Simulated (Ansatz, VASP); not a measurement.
# Si2B2C: VASP beside Ansatz

```
Si B C
1.0
     2.90211    0.00000    0.00000
    -1.45106    2.51330    0.00000
     0.00000    0.00000    6.56235
Si B C
2 2 1
Direct
  0.33333 0.66667 0.18371
  0.33333 0.66667 0.81629
  0.66667 0.33333 0.50000
  0.00000 0.00000 0.00000
  0.33333 0.66667 0.50000
```

Alike in both runs: functional PBE; k mesh 6 × 6 × 2; occupations gaussian, width 0.1 eV; no spin polarisation.

Ansatz relaxed the structure, and its values are those at the end. VASP's run is a single point on that final structure, the one shown.

|  | VASP | Ansatz |
| --- | --- | --- |
| version | VASP 6.6.1 | Ansatz 0.2.0 |
| potentials or method | VASP PAW PBE potentials, release 64 (Si, B, C) | scalar-relativistic, plane waves, PAW |
| plane-wave cutoff (eV) | 520 | 420 |
| valence electrons in the cell | 18 | 18 |

|  | VASP | Ansatz | Ansatz less VASP |
| --- | --- | --- | --- |
| gap on the k mesh at the Fermi level (eV) | none | none | - |
| pressure (GPa) | -0.2 | -0.2 | +0.01 |
| rms of the force components (eV/Å) | 0.005 | 0.007 | +0.0013 |

A gap of «none» marks a metal or a gap that the smearing closes.

Caveats: the k mesh is coarse (spacing up to 0.48 Å⁻¹), so the values aren't converged.
